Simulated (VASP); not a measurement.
All values below come from PBE GGA, VASP's PBE PAW potentials (set 64) (plane waves; VASP 6.6.1). Each cell was relaxed at this level, without spin-orbit coupling.

### Question
Which of these comes out without a gap?
A) Mg, P6_3/mmc (194)
B) ZnS, F-43m (216)
C) SiO2, P4_12_12 (92)
D) BeSe, F-43m (216)

### Answer
A, Mg, P6_3/mmc (194). The others have gaps of 2.67 eV (BeSe, F-43m (216)), 2.02 eV (ZnS, F-43m (216)), 5.54 eV (SiO2, P4_12_12 (92)).
